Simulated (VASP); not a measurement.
```yaml
crystal:
  lattice:
    - [1.71798, -2.97563, 0.00000]
    - [1.71798, 2.97563, 0.00000]
    - [0.00000, 0.00000, 5.56232]
  atoms:
    - { symbol: Tl, position: [0.33333, 0.66667, 0.25000] }
    - { symbol: Tl, position: [0.66667, 0.33333, 0.75000] }
```

Computed with PBEsol GGA with spin-orbit coupling, VASP's PBE PAW potentials (set 64) (plane waves; VASP). Run with 400 eV cut-off, 11×11×6 Γ-centred mesh, Gaussian smearing of 0.050 eV, potentials Tl_d.

### Question
Give the energies of bands 21 to 33 at the high-symmetry points, in eV from the Fermi level.

### Answer

| band | Γ | M | K | A | L | H |
|---|---|---|---|---|---|---|
| 21 | -9.92 | -5.55 | -4.41 | -8.49 | -4.51 | -3.87 |
| 22 | -9.92 | -5.55 | -4.41 | -8.49 | -4.51 | -3.87 |
| 23 | -5.04 | -4.52 | -4.35 | -8.49 | -4.51 | -3.84 |
| 24 | -5.04 | -4.52 | -4.35 | -8.49 | -4.51 | -3.84 |
| 25 | -2.84 | -0.67 | -1.25 | 3.18 | -2.23 | -1.08 |
| 26 | -2.84 | -0.67 | -1.25 | 3.18 | -2.23 | -1.08 |
| 27 | 7.47 | 0.24 | 1.29 | 3.18 | -2.23 | -0.68 |
| 28 | 7.47 | 0.24 | 1.29 | 3.18 | -2.23 | -0.68 |
| 29 | 8.69 | 1.59 | 2.22 | 8.43 | 5.32 | 0.10 |
| 30 | 8.69 | 1.59 | 2.22 | 8.43 | 5.32 | 0.10 |
| 31 | 9.04 | 3.89 | 2.55 | 8.43 | 5.32 | 0.65 |
| 32 | 9.04 | 3.89 | 2.55 | 8.43 | 5.32 | 0.65 |
| 33 | 10.54 | 4.23 | 3.40 | 10.05 | 6.62 | 7.49 |

It has no gap at this level: it comes out as a metal or semimetal.

The compound is Tl in the hcp structure. It was relaxed first.
